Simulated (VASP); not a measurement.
Output of a VASP run:

OSZICAR:
```
...
DAV:  15    -0.135822535473E+02   -0.14844E-04   -0.12253E-06   606   0.602E-03    0.201E-03
DAV:  16    -0.135822596363E+02   -0.60891E-05   -0.79480E-08   591   0.212E-03    0.566E-04
DAV:  17    -0.135822688969E+02   -0.92606E-05   -0.33846E-07   558   0.254E-03    0.117E-03
DAV:  18    -0.135822703659E+02   -0.14690E-05   -0.40767E-08   624   0.146E-03    0.329E-04
DAV:  19    -0.135822709893E+02   -0.62342E-06   -0.13832E-08   536   0.475E-04    0.284E-04
DAV:  20    -0.135822710952E+02   -0.10584E-06   -0.15614E-09   486   0.270E-04    0.121E-04
DAV:  21    -0.135822711444E+02   -0.49208E-07   -0.64853E-10   436   0.988E-05    0.363E-05
DAV:  22    -0.135822711551E+02   -0.10710E-07   -0.11517E-10   483   0.497E-05    0.154E-05
DAV:  23    -0.135822711576E+02   -0.25511E-08    0.19976E-12   454   0.267E-05    0.122E-05
DAV:  24    -0.135822711584E+02   -0.71122E-09    0.58186E-12   412   0.197E-05
   1 F= -.13582271E+02 E0= -.13574774E+02  d E =-.135823E+02
       N       E                     dE             d eps       ncg     rms          rms(c)
DAV:   1    -0.135824434259E+02   -0.17227E-03   -0.12389E-02   476   0.505E-01    0.338E-02
DAV:   2    -0.135824992978E+02   -0.55872E-04   -0.68144E-04   626   0.125E-01    0.113E-02
DAV:   3    -0.135824978097E+02    0.14881E-05   -0.98224E-06   568   0.214E-02    0.881E-03
DAV:   4    -0.135824975383E+02    0.27137E-06   -0.16835E-06   662   0.744E-03    0.386E-03
DAV:   5    -0.135824975802E+02   -0.41870E-07   -0.39199E-07   600   0.366E-03    0.116E-03
DAV:   6    -0.135824975712E+02    0.89321E-08   -0.43642E-08   588   0.175E-03    0.669E-04
DAV:   7    -0.135824975664E+02    0.47789E-08   -0.93295E-09   583   0.560E-04    0.186E-04
DAV:   8    -0.135824975665E+02   -0.15916E-10   -0.33540E-09   537   0.350E-04
   2 F= -.13582498E+02 E0= -.13575095E+02  d E =-.226408E-03
       N       E                     dE             d eps       ncg     rms          rms(c)
DAV:   1    -0.135825109931E+02   -0.13427E-04   -0.21603E-02   476   0.666E-01    0.446E-02
DAV:   2    -0.135826086388E+02   -0.97646E-04   -0.11881E-03   626   0.165E-01    0.150E-02
DAV:   3    -0.135826059352E+02    0.27036E-05   -0.17130E-05   574   0.282E-02    0.117E-02
DAV:   4    -0.135826053794E+02    0.55577E-06   -0.29262E-06   654   0.981E-03    0.510E-03
DAV:   5    -0.135826053913E+02   -0.11878E-07   -0.68909E-07   646   0.486E-03    0.154E-03
DAV:   6    -0.135826053790E+02    0.12281E-07   -0.74077E-08   616   0.229E-03    0.917E-04
DAV:   7    -0.135826053936E+02   -0.14633E-07   -0.16567E-08   570   0.740E-04    0.242E-04
DAV:   8    -0.135826054259E+02   -0.32277E-07   -0.64856E-09   545   0.471E-04    0.964E-05
DAV:   9    -0.135826054969E+02   -0.71017E-07   -0.63532E-09   465   0.297E-04    0.101E-04
DAV:  10    -0.135826055262E+02   -0.29224E-07   -0.10855E-09   518   0.111E-04    0.681E-05
DAV:  11    -0.135826055712E+02   -0.45061E-07   -0.28531E-09   448   0.167E-04    0.322E-05
DAV:  12    -0.135826055758E+02   -0.45584E-08   -0.59557E-11   552   0.486E-05    0.171E-05
DAV:  13    -0.135826055936E+02   -0.17792E-07   -0.90215E-10   429   0.752E-05    0.801E-06
DAV:  14    -0.135826055978E+02   -0.41896E-08   -0.74606E-11   490   0.327E-05    0.393E-06
DAV:  15    -0.135826056003E+02   -0.25739E-08   -0.33538E-11   438   0.220E-05    0.448E-06
DAV:  16    -0.135826056014E+02   -0.10409E-08    0.10164E-11   426   0.135E-05    0.141E-06
DAV:  17    -0.135826056012E+02    0.18235E-09    0.12022E-11   377   0.701E-06
   3 F= -.13582606E+02 E0= -.13575324E+02  d E =-.334443E-03
```

**OUTCAR**
```
------------------------ aborting loop because EDIFF is reached ----------------------------------------
  FORCE on cell =-STRESS in cart. coord.  units (eV):
  Direction    XX          YY          ZZ          XY          YZ          ZX
  --------------------------------------------------------------------------------------
  Total       -1.7233322     -1.7233323     -0.0127393     -0.0000003      0.0000000      0.0000000
  in kB      -12.3780657    -12.3780662     -0.0915017     -0.0000018      0.0000000      0.0000000
  external PRESSURE =      -8.2825445 kB  Pullay stress =       0.0000000 kB
  volume of cell :      223.06
      direct lattice vectors                 reciprocal lattice vectors
     3.881087000  0.000000000  0.000000000     0.257659774  0.148759899  0.000000000
    -1.940543000  3.361120000  0.000000000     0.000000000  0.297519874  0.000000000
     0.000000000  0.000000000 17.099736000     0.000000000  0.000000000  0.058480435
 POSITION                                       TOTAL-FORCE (eV/Angst)
 -----------------------------------------------------------------------------------
      0.00000      0.00000      8.54987         0.000000      0.000000      0.000000
     -0.00000      2.24075     10.09362        -0.000000     -0.000000      0.000169
      1.94055      1.12037      7.00612         0.000000      0.000000     -0.000169
 -----------------------------------------------------------------------------------
    total drift:                                0.000000     -0.000000      0.000000
  FREE ENERGIE OF THE ION-ELECTRON SYSTEM (eV)
  ---------------------------------------------------
  free  energy   TOTEN  =       -13.5826056012 eV

  energy  without entropy=      -13.5680418189  energy(sigma->0) =      -13.57532371

 reached required accuracy - stopping structural energy minimisation
```
(Selected blocks of OUTCAR.)

File POSCAR:
```
SnSe2
1
    3.8810870000     0.0000000000     0.0000000000
   -1.9405430000     3.3611200000     0.0000000000
    0.0000000000     0.0000000000    17.0997360000
Sn Se
1 2
Direct
  0.0000000000   0.0000000000   0.5000000000
  0.3333330000   0.6666670000   0.5906370000
  0.6666670000   0.3333330000   0.4093630000
```

Q: Write an INCAR and KPOINTS that could have produced this output.

A: One answer among several that fit: the input of the run itself, LDA (Ceperley-Alder, Perdew-Zunger), plane waves, VASP's LDA PAW potentials (set 64).

**INCAR**
```
# general
SYSTEM =SnSe2
PREC   =Accurate
ENCUT  =420   # plane-wave cut-off (eV)
LREAL  =.FALSE.
LASPH  =.TRUE.   # aspherical one-centre terms

# electronic loop
EDIFF  =1E-09
NELM   =100
ALGO   =Normal   # blocked Davidson
LMAXMIX=4

# smearing
ISMEAR =-1
SIGMA  =0.136

# ions
IBRION =2   # conjugate gradients
NSW    =50   # most ionic steps
ISIF   =2   # forces and stress, cell fixed
EDIFFG =-0.005   # ionic stop

# output
LWAVE  =.FALSE.
LCHARG =.FALSE.
```

### KPOINTS
```
Automatic
0
G
 10 10 1
```

POTCAR, in this order: Sn_d Se (LDA.64 set). Program: vasp_std.

The cell holds a wide vacuum, so values per volume refer to the whole cell.

The cell is a sheet with vacuum, built from a generated structure.
